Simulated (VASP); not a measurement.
Set up this calculation in VASP 6.6.1, as the native input.

```
Task                   : single point
Functional             : PBE
Dispersion             : D3
Potentials or basis    : VASP PAW PBE potentials, release 64 (C, O)
Cutoff                 : 400 eV
k mesh                 : 1 × 1 × 1
Occupations            : gaussian, width 0.01 eV
Spin                   : no spin polarisation
Further INCAR settings : ALGO = Normal; EDIFF = 1e-06; NBANDS = 12; ISYM = 0
```

The structure of CO lies in POSCAR:

```
CO                                      
1.0
   11.4664208122      0.0000000000      0.0000000000
    0.0000000000     11.9664208122      0.0000000000
    0.0000000000      0.0000000000     12.4664208122
  C               O             
     1     1
Selective dynamics
Direct
     0.5219830802999965    0.5161969978000016    0.4612390425999990   F   F   F
     0.4773768654687762    0.4918125284690365    0.5398882483994512   T   T   T
```

The input as run:

INCAR

```
SYSTEM = CO
PREC = Accurate
ENCUT = 400
EDIFF = 1E-6
ISMEAR = 0
SIGMA = 0.01
LREAL = .FALSE.
LASPH = .TRUE.
NELM = 100
ALGO = Normal
ISIF = 2
LWAVE = .FALSE.
LCHARG = .FALSE.
GGA = PE
IVDW = 11
NBANDS = 12
ISYM = 0
```

KPOINTS

```
Automatic mesh
0
G
  1 1 1
  0 0 0
```

Potentials or basis: VASP PAW PBE potentials, release 64 (C, O).

Command:

```console
$ cat potpaw_PBE.64/C/POTCAR potpaw_PBE.64/O/POTCAR > POTCAR
$ mpirun -np 4 vasp_gam > vasp.out
```

Results of the run:

```
Largest force                   : 0.028 eV/Å
Gap between the frontier levels : 6.92 eV
Dispersion energy per atom      : 0.000 eV
```

Caveat: the standard files for N, O and F lose accuracy on very short bonds.

Wall time 18 s on 4 MPI ranks on Intel(R) Xeon(R) Platinum 8559C (Emerald Rapids), with other jobs on the host, peak memory 0.35 GiB a rank.
